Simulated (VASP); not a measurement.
Data:

```
CELL_PARAMETERS angstrom
      4.48631     0.00000     0.00000
     -2.24315     3.88526     0.00000
      0.00000     0.00000     5.49696
ATOMIC_POSITIONS crystal
  N  0.33435 0.66939 0.25686
  N  0.67176 0.33716 0.75193
  Zr 0.99409 0.00290 0.99784
  Zr 0.00242 0.00197 0.49949
  Zr 0.33053 0.65597 0.74495
  Zr 0.66684 0.33261 0.24894
```

Level of theory: PBE GGA, VASP's PBE PAW potentials (set 64) (plane waves; VASP). Settings: 400 eV cut-off, 3×3×3 Γ-centred mesh, Gaussian smearing of 0.050 eV, potentials N Zr_sv.

At this cut-off the stress carries a Pulay error, which pulls relaxed volumes low.

Question: What does the run give for the energy per atom (σ→0), pressure, largest force, band gap (on the k-mesh) with the smallest direct gap where there is one?

Answer: 
| Item | Value |
|---|---|
| band gap (on the k-mesh) | none (metal, semimetal or under 0.01 eV) |
| energy per atom (σ→0) | -8.080 eV/atom |
| pressure | -92.4 kbar |
| largest force | 0.275 eV/Å |

Total energies compare only between runs with the same potentials, cut-off and functional.

The structure was generated: Zr2N was put into an ordered model structure, which need not be its known phase. The cell was not relaxed at this level, atoms are displaced from their ideal sites. The k-mesh is coarse (spacing up to 0.54 per Å, 2π included), so the numbers may not be converged in it.
